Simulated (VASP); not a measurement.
Data:

```yaml
crystal:
  lattice:
    - [3.64624, 0.00000, 0.00000]
    - [-1.82312, 3.15774, 0.00000]
    - [0.00000, 0.00000, 12.30105]
  atoms:
    - { symbol: Ni, position: [0.33333, 0.66667, 0.12500], spin: 2.0 }
    - { symbol: Ni, position: [0.66667, 0.33333, 0.62500], spin: 2.0 }
    - { symbol: Ni, position: [0.66667, 0.33333, 0.87500], spin: 2.0 }
    - { symbol: Ni, position: [0.33333, 0.66667, 0.37500], spin: 2.0 }
    - { symbol: Sb, position: [0.00000, 0.00000, 0.00000] }
    - { symbol: Sb, position: [0.00000, 0.00000, 0.50000] }
    - { symbol: Sb, position: [0.33333, 0.66667, 0.75000] }
    - { symbol: Sb, position: [0.66667, 0.33333, 0.25000] }
```

Calculation: PBE GGA, VASP's PBE PAW potentials (set 64) (plane waves; VASP). Settings: 300 eV cut-off, 4×4×1 Γ-centred mesh shifted by (0.5, 0.5, 0.5), Fermi-Dirac smearing of 0.050 eV, potentials Ni Sb.

### Question
Give the spin-up energies of bands 22 to 35 at the high-symmetry points, in eV from the Fermi level.

### Answer

| band | Γ | M | K | A | L | H |
|---|---|---|---|---|---|---|
| 22 | -1.73 | -1.48 | -1.45 | -1.62 | -1.51 | -1.53 |
| 23 | -1.57 | -1.48 | -1.44 | -1.62 | -1.44 | -1.40 |
| 24 | -1.57 | -1.39 | -1.40 | -1.62 | -1.44 | -1.40 |
| 25 | -1.10 | -1.34 | -1.40 | -1.09 | -1.33 | -1.30 |
| 26 | -1.06 | -1.31 | -1.25 | -1.09 | -1.33 | -1.30 |
| 27 | -0.65 | -1.30 | -1.25 | 0.55 | -1.26 | -1.09 |
| 28 | 1.92 | -1.25 | -1.10 | 0.55 | -1.26 | -1.09 |
| 29 | 2.34 | -1.16 | -0.96 | 2.58 | -0.36 | -0.84 |
| 30 | 2.34 | -0.37 | -0.47 | 2.58 | -0.36 | -0.84 |
| 31 | 3.01 | -0.30 | -0.47 | 2.58 | -0.10 | -0.64 |
| 32 | 3.01 | 0.89 | -0.19 | 2.58 | -0.10 | -0.64 |
| 33 | 3.27 | 0.96 | 0.10 | 3.67 | 1.12 | 0.68 |
| 34 | 3.27 | 1.69 | 0.10 | 3.67 | 1.12 | 0.68 |
| 35 | 3.87 | 2.38 | 0.49 | 3.67 | 2.50 | 1.53 |

### Question
Give the spin-down energies of bands 22 to 35 at the high-symmetry points, in eV from the Fermi level.

### Answer

| band | Γ | M | K | A | L | H |
|---|---|---|---|---|---|---|
| 22 | -1.73 | -1.48 | -1.45 | -1.62 | -1.51 | -1.53 |
| 23 | -1.57 | -1.48 | -1.44 | -1.62 | -1.44 | -1.40 |
| 24 | -1.57 | -1.39 | -1.40 | -1.62 | -1.44 | -1.40 |
| 25 | -1.10 | -1.34 | -1.40 | -1.09 | -1.33 | -1.30 |
| 26 | -1.06 | -1.31 | -1.25 | -1.09 | -1.33 | -1.30 |
| 27 | -0.65 | -1.30 | -1.25 | 0.55 | -1.26 | -1.09 |
| 28 | 1.92 | -1.25 | -1.10 | 0.55 | -1.26 | -1.09 |
| 29 | 2.34 | -1.16 | -0.96 | 2.58 | -0.36 | -0.84 |
| 30 | 2.34 | -0.37 | -0.47 | 2.58 | -0.36 | -0.84 |
| 31 | 3.01 | -0.30 | -0.47 | 2.58 | -0.10 | -0.64 |
| 32 | 3.01 | 0.89 | -0.19 | 2.58 | -0.10 | -0.64 |
| 33 | 3.27 | 0.96 | 0.10 | 3.67 | 1.12 | 0.68 |
| 34 | 3.27 | 1.69 | 0.10 | 3.67 | 1.12 | 0.68 |
| 35 | 3.87 | 2.38 | 0.49 | 3.67 | 2.50 | 1.53 |

It has no gap at this level: it comes out as a metal or semimetal.

The structure was generated: NiSb was put into an ordered model structure, which need not be its known phase. The cell was not relaxed at this level. The k-mesh is coarse (spacing up to 0.51 per Å, 2π included), so the numbers may not be converged in it.
